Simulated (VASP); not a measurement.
**From one sheet to two: 1T-TiTe2 monolayer**

What are the lattice, gap and band positions of 1T-TiTe2 monolayer, and what does a second sheet change?

Calculated with VASP 6.6.1; r2SCAN with rVV10, no spin polarisation; plane waves and PAW (Ti, Te).

This is a report of a sequence of runs, with most program output left out.

## Step 1: Set-up

The cell holds 3 atoms: 1 Ti and 2 Te. Its edges and angles: a = 3.750 Å, b = 3.750 Å, c = 22.000 Å, α = 90.0°, β = 90.0°, γ = 120.0°. Vacuum lies along c.

Coordinates:

```xyz
3
Lattice="3.7500 0.0000 0.0000 -1.8750 3.2476 0.0000 0.0000 0.0000 22.0000" Properties=species:S:1:pos:R:3
Ti    0.0000    0.0000   11.0000
Te    0.0000    2.1651    9.2000
Te    1.8750    1.0825   12.8000
```

## Step 2: Relaxing the monolayer

The sheet's cell relaxes in its plane with the atoms, while the vacuum is kept.

Contents of INCAR:

```
SYSTEM = TiTe2
PREC = Normal
ENCUT = 350
EDIFF = 1E-06
NELM = 120
ISMEAR = 0
SIGMA = 0.03
LREAL = .FALSE.
ALGO = Normal
METAGGA = R2SCAN
LUSE_VDW = .TRUE.
IVDW_NL = 2
BPARAM = 11.95
CPARAM = 0.0093
LASPH = .TRUE.
NBANDS = 14
LORBIT = 11
LWAVE = .FALSE.
LCHARG = .FALSE.
KPAR = 4
IBRION = 2
NSW = 50
ISIF = 3
EDIFFG = -0.015
POTIM = 0.4
IDIPOL = 3
LDIPOL = .TRUE.
DIPOL = 0.5 0.5 0.5
LATTICE_CONSTRAINTS = .TRUE. .TRUE. .FALSE.
```

Contents of POSCAR:

```
TiTe2
1.0
    3.7500000000      0.0000000000      0.0000000000
   -1.8750000000      3.2475952642      0.0000000000
    0.0000000000      0.0000000000     22.0000000000
Ti Te
1 2
Direct
    0.0000000000      0.0000000000      0.5000000000
    0.3333333333      0.6666666667      0.4181818182
    0.6666666667      0.3333333333      0.5818181818
```

Contents of KPOINTS:

```
Automatic mesh
0
Gamma
9 9 1
0 0 0
```

The projector-augmented-wave data sets are Ti and Te (PBE family, release 64).

Launch:

```sh
$ mpirun -np 4 vasp_std
```

Run time: 11 min. Hardware: 4 MPI ranks of Intel Xeon Platinum 8259CL at 2.50GHz (Skylake/Cascade Lake), shared host; peak memory 1.4 GiB.

This run has no spin polarisation, although Ti can carry a moment. The PAW data sets were made with PBE, which is usual practice but a small mismatch for other functionals. The data set Ti keeps the semicore shell frozen, which is cheaper and a little less accurate. The run keeps the 12 symmetry operations of its start, so it cannot find a distortion of lower symmetry.

Step by step:

| step | energy less that of the first step (eV) | largest force (eV/Å) | pressure (GPa) | volume (Å³) |
| --- | --- | --- | --- | --- |
| 1 | 0.0000 | 0.6979 | -0.97 | 267.93 |
| 2 | -0.0407 | 0.2754 | -0.09 | 259.87 |
| 3 | -0.0409 | 0.2375 | -0.01 | 259.21 |
| 4 | -0.0486 | 0.1664 | 0.00 | 261.09 |
| 5 | -0.0577 | 0.0233 | 0.04 | 265.73 |
| 6 | -0.0584 | 0.0343 | 0.05 | 267.42 |
| 7 | -0.0584 | 0.0262 | 0.05 | 267.19 |
| 8 | -0.0584 | 0.0213 | -0.05 | 268.14 |
| 9 | -0.0585 | 0.0015 | 0.00 | 267.68 |

| cell as run | before | after | change |
| --- | --- | --- | --- |
| a (Å) | 3.750 | 3.748 | -0.0 % |
| b (Å) | 3.750 | 3.748 | -0.0 % |

The atoms that moved most (Å, along periodic axes as changes of fractional coordinates times the final cell, across vacuum about the mean position):

| atom | dx | dy | dz | length |
| --- | --- | --- | --- | --- |
| Te2 | 0.000 | 0.000 | 0.081 | 0.081 |
| Te3 | 0.000 | 0.000 | -0.081 | 0.081 |

The relaxed structure:

```xyz
3
Lattice="3.7483 0.0000 0.0000 -1.8741 3.2461 0.0000 0.0000 0.0000 22.0000" Properties=species:S:1:pos:R:3
Ti    0.0000    0.0000   11.0000
Te    0.0000    2.1641    9.2809
Te    1.8741    1.0820   12.7191
```

Numbers from this step:

```yaml
electronic_steps: 95
electrons: 16
free_energy_toten: -65.4326 eV
energy_at_zero_smearing: -65.4319 eV
fermi_energy: -1.834 eV
metallic: yes
dipole_moment: 0, 0, 0 e·Å
```

The run ended after 9 ionic steps, 0.059 eV below its first step, once forces and stress met EDIFFG = -0.015.

## Step 3: A second relaxation

The plane waves were chosen for the start cell, so the relaxation is repeated from its end.

Edit INCAR of step 2 so:

```diff
@@ -21,3 +21,3 @@
 IBRION = 2
-NSW = 50
+NSW = 30
 ISIF = 3
```

Contents of POSCAR:

```
TiTe2
1.0
    3.7482642872      0.0000000000      0.0000000000
   -1.8741321436      3.2460920928      0.0000000000
    0.0000000000      0.0000000000     22.0000000000
Ti Te
1 2
Direct
    0.0000000000      0.0000000000      0.5000000000
    0.3333333333      0.6666666667      0.4218579176
    0.6666666667      0.3333333333      0.5781420824
```

KPOINTS is that of step 2.

Launch:

```sh
$ mpirun -np 4 vasp_std
```

The job ended after 2 min (4 MPI ranks; peak memory 1.3 GiB; 7.8 min of CPU time).

Little changed from the start: no atom moved by 0.005 Å and no cell edge by 0.1 %.

Numbers from this step:

| Item | Value |
| --- | --- |
| electronic steps | 23 |
| free energy (TOTEN) | -65.4325 eV |
| Fermi energy | -1.835 eV |

The start already met the threshold, so nothing moved.

## Step 4: Vacuum level and density of states

A static run writes the electrostatic potential without exchange and correlation (LVHAR), which is flat in the vacuum and gives the level to count from. The dipole correction cancels the field that unlike faces would set up across the vacuum.

Contents of INCAR:

```
SYSTEM = TiTe2
PREC = Normal
ENCUT = 350
EDIFF = 1E-06
NELM = 120
ISMEAR = 0
SIGMA = 0.03
LREAL = .FALSE.
ALGO = Normal
METAGGA = R2SCAN
LUSE_VDW = .TRUE.
IVDW_NL = 2
BPARAM = 11.95
CPARAM = 0.0093
LASPH = .TRUE.
NBANDS = 14
LORBIT = 11
LWAVE = .FALSE.
LCHARG = .TRUE.
IDIPOL = 3
LDIPOL = .TRUE.
DIPOL = 0.5 0.5 0.5
LVHAR = .TRUE.
LVACPOTAV = .TRUE.
NEDOS = 1500
LELF = .TRUE.
```

POSCAR is that of step 3.

KPOINTS is that of step 3.

Contents of KPOINTS_OPT:

```
Line mode
14
Line-mode
Reciprocal
  0.00000000   0.00000000   0.00000000 GAMMA
  0.50000000   0.00000000   0.00000000 M

  0.50000000   0.00000000   0.00000000 M
  0.33333333   0.33333333   0.00000000 K

  0.33333333   0.33333333   0.00000000 K
  0.00000000   0.00000000   0.00000000 GAMMA
```

Launch:

```sh
$ mpirun -np 4 vasp_std
```

Elapsed: 76 s, on 4 MPI ranks; peak memory 0.77 GiB; 5 min of CPU time.

Numbers from this step:

```
vacuum levels                              : 3.164, 3.164 eV
work functions of the upper and lower face : 4.999, 4.999 eV
```

Electronic bands along the path, in eV, zero at the Fermi level; # counts the bands kept:

| point | #3 | #4 | #5 | #6 | #7 | #8 | #9 | #10 |
| --- | --- | --- | --- | --- | --- | --- | --- | --- |
| Γ | -1.76 | -1.55 | 0.41 | 0.41 | 0.64 | 1.09 | 1.09 | 3.47 |
| 0.54 of the way | -2.79 | -1.79 | -1.22 | -0.64 | 0.19 | 1.43 | 1.46 | 2.33 |
| M | -2.51 | -2.03 | -1.96 | -0.84 | -0.07 | 1.21 | 1.62 | 3.06 |
| 0.46 of the way | -2.58 | -2.41 | -2.04 | -1.99 | 0.61 | 1.28 | 1.52 | 2.37 |
| K | -3.89 | -2.93 | -2.16 | -2.16 | 1.17 | 1.28 | 1.28 | 2.42 |
| 0.46 of the way | -3.01 | -2.01 | -1.79 | -1.16 | 0.65 | 1.16 | 1.58 | 2.09 |
| Γ | -1.76 | -1.55 | 0.41 | 0.41 | 0.64 | 1.09 | 1.09 | 3.47 |

Of the projections kept (Ti, Te), the largest for each band there; the rest of the weight can lie on other orbitals:

| point | #3 | #4 | #5 | #6 | #7 | #8 | #9 | #10 |
| --- | --- | --- | --- | --- | --- | --- | --- | --- |
| Γ | Ti 0.68 | Te 0.88 | Ti 0.98 | Ti 0.98 | Ti 0.93 | Te 0.91 | Te 0.91 | Ti 0.51 |
| M | Te 0.51 | Ti 0.59 | Te 0.80 | Te 0.80 | Ti 0.90 | Ti 1.00 | Ti 0.98 | Ti 0.80 |
| K | Te 0.63 | Te 0.76 | Te 0.58 | Te 0.58 | Ti 0.98 | Ti 0.92 | Ti 0.92 | Ti 0.83 |
| Γ | Ti 0.68 | Te 0.88 | Ti 0.98 | Ti 0.98 | Ti 0.93 | Te 0.91 | Te 0.91 | Ti 0.51 |

Zero at the Fermi level. The planar average of the electrostatic potential by height:

| height (Å) | planar average of the electrostatic potential (eV) |
| --- | --- |
| 0.0 | 5.00 |
| 0.5 | 5.00 |
| 1.0 | 5.00 |
| 1.5 | 5.00 |
| 2.0 | 5.00 |
| 2.5 | 5.00 |
| 3.0 | 5.00 |
| 3.5 | 5.00 |
| 4.0 | 5.00 |
| 4.5 | 5.00 |
| 5.0 | 5.00 |
| 5.5 | 5.00 |
| 6.0 | 4.99 |
| 6.5 | 4.98 |
| 7.0 | 4.91 |
| 7.5 | 4.62 |
| 8.0 | 3.39 |
| 8.5 | -2.17 |
| 9.0 | -13.3 |
| 9.5 | -14.6 |
| 10.0 | -6.14 |
| 10.5 | -2.44 |
| 11.0 | -2.95 |
| 11.5 | -2.44 |
| 12.0 | -6.14 |
| 12.5 | -14.6 |
| 13.0 | -13.3 |
| 13.5 | -2.17 |
| 14.0 | 3.39 |
| 14.5 | 4.62 |
| 15.0 | 4.91 |
| 15.5 | 4.98 |
| 16.0 | 4.99 |
| 16.5 | 5.00 |
| 17.0 | 5.00 |
| 17.5 | 5.00 |
| 18.0 | 5.00 |
| 18.5 | 5.00 |
| 19.0 | 5.00 |
| 19.5 | 5.00 |
| 20.0 | 5.00 |
| 20.5 | 5.00 |
| 21.0 | 5.00 |
| 21.5 | 5.00 |

Density of states in the PAW spheres, an atom over height of the layer and energy from the Fermi level.

Values in states/eV, 22 rows by 3 columns, each cell a mean:
```
0.13 2.32 0.13
0.07 0.74 0.07
0.12 0.30 0.12
0.23 0.29 0.23
0.50 0.43 0.50
0.72 1.01 0.72
0.82 1.46 0.82
0.63 1.14 0.63
0.49 0.68 0.49
0.37 0.51 0.37
0.30 0.35 0.30
0.68 0.68 0.68
0.33 0.35 0.33
0.19 0.24 0.19
0.08 0.11 0.08
0.00 0.00 0.00
0.00 0.00 0.00
0.00 0.00 0.00
0.00 0.00 0.00
0.00 0.00 0.00
0.00 0.00 0.00
0.00 0.00 0.00
```
Columns: height of the layer (Å) from 9.3 to 12.7; rows upwards: energy from the Fermi level (eV) from -7.9 to 0.5.

ELF in the ca plane at fractional y = 0.000, with atoms of Ti within 0.2 Å of it. It is the smooth field of the valence electrons, not physical close to the nuclei.

Ten even steps from '0' (0.00) to '9' (0.83), each cell a mean:
```
00000000000000000011210000001210000000000000
00000000000000001234543100245543100000000000
00000000000000024678886301478876531000000000
00000000000000247899998523689999863100000000
00000000000001368999998634789999975200000000
00000000000001258999998534789999874200000000
00000000000000135788987412589988642000000000
00000000000000012356764200356654310000000000
00000000000000000113321000123321000000000000
00000000000000000001100000001110000000000000
```
Columns run along c (16.0 Å, from fractional 0.10 to 0.82 of the cell), rows up along a (3.7 Å). Atoms in or near the plane, at fractional coordinates: Ti at (0.50, 0.00).

Valence density in the ca plane at fractional y = 0.000, with atoms of Ti within 0.2 Å of it. It is the smooth field of the valence electrons, not physical close to the nuclei.

Ten steps, logarithmic in the rise over the least value, from '0' (0.0 e/Å³) to '9' (1.0 e/Å³), each cell a mean:
```
00000000000000011234556899865543211000000000
00000000000000012345666777766654321000000000
00000000000000013456676666667665431000000000
00000000000000123567777655667776532100000000
00000000000000124567777655677777542100000000
00000000000000124567777655677776542100000000
00000000000000123466776655667766532100000000
00000000000000012455666666666665421000000000
00000000000000012344556888865554321000000000
00000000000000001234455899855443211000000000
```
Columns run along c (16.0 Å, from fractional 0.10 to 0.82 of the cell), rows up along a (3.7 Å). Atoms in or near the plane, at fractional coordinates: Ti at (0.50, 0.00).

The map of layer states is cut here 0.5 eV above the Fermi level, so it leaves out the states above that.

The vacuum level lies 5.00 eV above the Fermi level at the upper face; both faces agree, as the slab has next to no dipole.

The program found no field-free point at its default tolerance, but its printed level agrees with the flat part of the planar average.

On this mesh the fine structure of the density of states is sampling noise, and high empty states may be cut by the number of bands.

## Step 5: The slab in a field, field -0.1

A field across the slab, with the atoms held, gives the electronic response: the dipole changes linearly with the field, and the energy has a linear term from the slab's own dipole and a quadratic one from its polarisability.

Edit INCAR of step 4 so:

```diff
@@ -18,3 +18,4 @@
 LWAVE = .FALSE.
-LCHARG = .TRUE.
+LCHARG = .FALSE.
+KPAR = 4
 IDIPOL = 3
@@ -22,5 +23,2 @@
 DIPOL = 0.5 0.5 0.5
-LVHAR = .TRUE.
-LVACPOTAV = .TRUE.
-NEDOS = 1500
-LELF = .TRUE.
+EFIELD = -0.1
```

POSCAR is that of step 4.

KPOINTS is that of step 4.

Launch:

```sh
$ mpirun -np 4 vasp_std
```

Elapsed: 2.1 min, on 4 MPI ranks; peak memory 1.3 GiB.

This step gave:

```
electronic steps        : 24
free energy (TOTEN)     : -65.4346 eV
energy at zero smearing : -65.4340 eV
dipole moment           : 0, 0, -0.04059 e·Å
```

VASP counts the dipole in electrons times Å, so a positive number points the physical dipole along −c. A positive EFIELD is likewise a physical field along −c.

Energy at zero smearing: -65.43396 eV.

## Step 6: The slab in a field, field 0.1

Edit INCAR of step 5 so:

```diff
@@ -23,2 +23,2 @@
 DIPOL = 0.5 0.5 0.5
-EFIELD = -0.1
+EFIELD = 0.1
```

POSCAR is that of step 5.

KPOINTS is that of step 5.

Launch:

```sh
$ mpirun -np 4 vasp_std
```

Run time: 2.1 min. Hardware: 4 MPI ranks; peak memory 1.3 GiB; 8.3 min of CPU time.

Numbers from this step:

```yaml
dipole_moment: 0, 0, 0.04059 e·Å
```

Energy at zero smearing: -65.43396 eV.

## Step 7: With spin-orbit coupling

This step: r2SCAN with rVV10, spin-orbit coupling, no spin polarisation; plane waves and PAW (Ti, Te) (VASP 6.6.1).

For heavy elements spin-orbit coupling shifts the highest filled levels.

Edit INCAR of step 6 so:

```diff
@@ -15,4 +15,8 @@
 LASPH = .TRUE.
-NBANDS = 14
-LORBIT = 11
+LNONCOLLINEAR = .TRUE.
+MAGMOM = 0 0 0 0 0 0 0 0 0
+NBANDS = 28
+GGA_COMPAT = .FALSE.
+LSORBIT = .TRUE.
+LMAXMIX = 4
 LWAVE = .FALSE.
@@ -23,2 +27 @@
 DIPOL = 0.5 0.5 0.5
-EFIELD = 0.1
```

POSCAR is that of step 6.

KPOINTS is that of step 6.

KPOINTS_OPT is that of step 4.

Launch:

```sh
$ mpirun -np 4 vasp_ncl
```

The job ended after 30 min (4 MPI ranks; peak memory 2.6 GiB).

The electronic loop did not meet EDIFF within NELM cycles, so this run is left out of the comparison.

## Step 8: A rigid stacking

This step: r2SCAN with rVV10, no spin polarisation; plane waves and PAW (Ti, Te) (VASP 6.6.1).

System of this step: bilayer of 1T-TiTe2 monolayer. The cell holds 6 atoms: 2 Ti and 4 Te. Cell: a = 3.748 Å, b = 3.748 Å, c = 26.977 Å, α = 90.0°, β = 90.0°, γ = 120.0°. upper sheet same orientation, shifted by (0.00, 0.00). Vacuum lies along c.

Two rigid sheets are set at a typed distance in several high-symmetry stackings, to find where to start. The upper sheet is shifted or turned in the plane and never flipped over.

Contents of INCAR:

```
SYSTEM = TiTe2
PREC = Normal
ENCUT = 350
EDIFF = 1E-05
NELM = 120
ISMEAR = 0
SIGMA = 0.03
LREAL = .FALSE.
ALGO = Normal
METAGGA = R2SCAN
LUSE_VDW = .TRUE.
IVDW_NL = 2
BPARAM = 11.95
CPARAM = 0.0093
LASPH = .TRUE.
NBANDS = 22
LORBIT = 11
LWAVE = .FALSE.
LCHARG = .FALSE.
KPAR = 4
IDIPOL = 3
LDIPOL = .TRUE.
DIPOL = 0.5 0.5 0.5
```

Contents of POSCAR:

```
TiTe2
1.0
    3.7482642872      0.0000000000      0.0000000000
   -1.8741321436      3.2460920928      0.0000000000
    0.0000000000      0.0000000000     26.9765032512
Ti Te
2 4
Direct
    0.0000000000      0.0000000000      0.3788158100
    0.0000000000      0.0000000000      0.6211841900
    0.3333333300      0.6666666700      0.3150890200
    0.6666666700      0.3333333300      0.4425425900
    0.3333333300      0.6666666700      0.5574574100
    0.6666666700      0.3333333300      0.6849109800
```

KPOINTS is that of step 7.

Launch:

```sh
$ mpirun -np 4 vasp_std
```

Run time: 2.7 min. Hardware: 4 MPI ranks; peak memory 1.5 GiB; 11 min of CPU time.

Numbers from this step:

```
electrons               : 32
free energy (TOTEN)     : -131.1171 eV
energy at zero smearing : -131.1158 eV
Fermi energy            : 0.1535 eV
dipole moment           : 0, 0, 0 e·Å
```

Force by atom:

| atom | x (eV/Å) | y (eV/Å) | z (eV/Å) | size |
| --- | --- | --- | --- | --- |
| Ti1 | 0.000 | 0.000 | 0.128 | 0.128 |
| Ti2 | 0.000 | 0.000 | -0.128 | 0.128 |
| Te3 | 0.000 | 0.000 | -0.015 | 0.015 |
| Te4 | 0.000 | 0.000 | -0.218 | 0.218 |
| Te5 | 0.000 | 0.000 | 0.218 | 0.218 |
| Te6 | 0.000 | 0.000 | 0.015 | 0.015 |

Energy at zero smearing: -131.11579 eV.

## Step 9: A rigid stacking

INCAR is that of step 8.

Contents of POSCAR:

```
TiTe2
1.0
    3.7482642872      0.0000000000      0.0000000000
   -1.8741321436      3.2460920928      0.0000000000
    0.0000000000      0.0000000000     26.9765032512
Ti Te
2 4
Direct
    0.0000000000      0.0000000000      0.3788158100
    0.3333333300      0.6666666700      0.6211841900
    0.3333333300      0.6666666700      0.3150890200
    0.6666666700      0.3333333300      0.4425425900
    0.6666666700      0.3333333300      0.5574574100
    0.0000000000      1.0000000000      0.6849109800
```

KPOINTS is that of step 8.

Launch:

```sh
$ mpirun -np 4 vasp_std
```

Elapsed: 2.9 min, on 4 MPI ranks; peak memory 1.5 GiB; 11 min of CPU time.

Energy at zero smearing: -130.68190 eV.

## Step 10: A rigid stacking

INCAR is that of step 9.

Contents of POSCAR:

```
TiTe2
1.0
    3.7482642872      0.0000000000      0.0000000000
   -1.8741321436      3.2460920928      0.0000000000
    0.0000000000      0.0000000000     26.9765032512
Ti Te
2 4
Direct
    0.0000000000      0.0000000000      0.3788158100
    0.6666666700      0.3333333300      0.6211841900
    0.3333333300      0.6666666700      0.3150890200
    0.6666666700      0.3333333300      0.4425425900
    1.0000000000      0.0000000000      0.5574574100
    0.3333333300      0.6666666700      0.6849109800
```

KPOINTS is that of step 9.

Launch:

```sh
$ mpirun -np 4 vasp_std
```

It took 2.9 min on 4 MPI ranks; peak memory 1.6 GiB; 11 min of CPU time.

Energy at zero smearing: -131.04760 eV.

## Step 11: A rigid stacking

INCAR is that of step 10.

Contents of POSCAR:

```
TiTe2
1.0
    3.7482642872      0.0000000000      0.0000000000
   -1.8741321436      3.2460920928      0.0000000000
    0.0000000000      0.0000000000     26.9765032512
Ti Te
2 4
Direct
    0.0000000000      0.0000000000      0.3788158100
    0.0000000000      0.0000000000      0.6211841900
    0.3333333300      0.6666666700      0.3150890200
    0.6666666700      0.3333333300      0.4425425900
    0.6666666700      0.3333333300      0.5574574100
    0.3333333300      0.6666666700      0.6849109800
```

KPOINTS is that of step 10.

Launch:

```sh
$ mpirun -np 4 vasp_std
```

The job ended after 3 min (4 MPI ranks; peak memory 1.5 GiB).

Energy at zero smearing: -130.68685 eV.

## Step 12: A rigid stacking

INCAR is that of step 11.

Contents of POSCAR:

```
TiTe2
1.0
    3.7482642872      0.0000000000      0.0000000000
   -1.8741321436      3.2460920928      0.0000000000
    0.0000000000      0.0000000000     26.9765032512
Ti Te
2 4
Direct
    0.0000000000      0.0000000000      0.3788158100
    0.3333333300      0.6666666700      0.6211841900
    0.3333333300      0.6666666700      0.3150890200
    0.6666666700      0.3333333300      0.4425425900
    0.0000000000      1.0000000000      0.5574574100
    0.6666666700      0.3333333300      0.6849109800
```

KPOINTS is that of step 11.

Launch:

```sh
$ mpirun -np 4 vasp_std
```

The job ended after 4.1 min (4 MPI ranks; peak memory 1.5 GiB).

Energy at zero smearing: -131.07906 eV.

## Step 13: Relaxing the bilayer

The lowest stacking relaxes at the monolayer's lattice.

Edit INCAR of step 12 so:

```diff
@@ -3,3 +3,3 @@
 ENCUT = 350
-EDIFF = 1E-05
+EDIFF = 1E-07
 NELM = 120
@@ -20,2 +20,8 @@
 KPAR = 4
+IBRION = 2
+NSW = 70
+ISIF = 2
+EDIFFG = -0.004
+POTIM = 0.8
+MAXMIX = 40
 IDIPOL = 3
```

Contents of POSCAR:

```
TiTe2
1.0
    3.7482642872      0.0000000000      0.0000000000
   -1.8741321436      3.2460920928      0.0000000000
    0.0000000000      0.0000000000     26.9765032512
Ti Te
2 4
Direct
    0.0000000000      0.0000000000      0.3788158100
    0.0000000000      0.0000000000      0.6211841900
    0.3333333300      0.6666666700      0.3150890200
    0.6666666700      0.3333333300      0.4425425900
    0.3333333300      0.6666666700      0.5574574100
    0.6666666700      0.3333333300      0.6849109800
```

KPOINTS is that of step 12.

Launch:

```sh
$ mpirun -np 4 vasp_std
```

Run time: 25 min. Hardware: 4 MPI ranks; peak memory 1.6 GiB.

Step by step:

| step | energy less that of the first step (eV) | largest force (eV/Å) |
| --- | --- | --- |
| 1 | 0.0000 | 0.2180 |
| 2 | -0.0044 | 0.0914 |
| 3 | -0.0045 | 0.0669 |
| 4 | -0.0052 | 0.0385 |
| 5 | -0.0054 | 0.0438 |
| 6 | -0.0054 | 0.0526 |
| 7 | -0.0059 | 0.0503 |
| 8 | -0.0073 | 0.0427 |
| 9 | -0.0094 | 0.0268 |
| 10 | -0.0109 | 0.0266 |
| 11 | -0.0088 | 0.1325 |
| 12 | -0.0110 | 0.0103 |
| 13 | -0.0110 | 0.0102 |
| 14 | -0.0109 | 0.0270 |
| 15 | -0.0110 | 0.0044 |
| 16 | -0.0110 | 0.0031 |

The atoms that moved most (Å):

| atom | dx | dy | dz | length |
| --- | --- | --- | --- | --- |
| Te4 | 0.000 | 0.000 | -0.092 | 0.092 |
| Te5 | 0.000 | 0.000 | 0.092 | 0.092 |
| Te6 | 0.000 | 0.000 | 0.080 | 0.080 |
| Te3 | 0.000 | 0.000 | -0.080 | 0.080 |
| Ti1 | 0.000 | 0.000 | -0.076 | 0.076 |
| Ti2 | 0.000 | 0.000 | 0.076 | 0.076 |

The relaxed structure:

```xyz
6
Lattice="3.7483 0.0000 0.0000 -1.8741 3.2461 0.0000 0.0000 0.0000 26.9765" Properties=species:S:1:pos:R:3
Ti    0.0000    0.0000   10.1430
Ti    0.0000    0.0000   16.8335
Te    0.0000    2.1641    8.4196
Te    1.8741    1.0820   11.8464
Te    0.0000    2.1641   15.1302
Te    1.8741    1.0820   18.5569
```

Numbers from this step:

```yaml
electronic_steps: 172
free_energy_toten: -131.1280 eV
energy_at_zero_smearing: -131.1266 eV
fermi_energy: 0.1444 eV
dipole_moment: 0, 0, 0 e·Å
```

The run ended after 16 ionic steps, 0.011 eV below its first step, once the forces on the free atoms met EDIFFG = -0.004.

(Continued in part 2 of 2.)

[Lines on the potential files, build, host, timing and source positions are cut from VASP's logs without a mark.]

[Logs are printed without paths, hosts, clocks, repeated set-up lines and the standing remarks that a program may print on its own settings, such as how far it seeks lower states.]

[Hosts, paths, dates, database ids (printed as entryN), source tags and the programs' standing remarks are cut or masked in the printed files.]

[Runs that stopped without an error message from VASP are left out.]
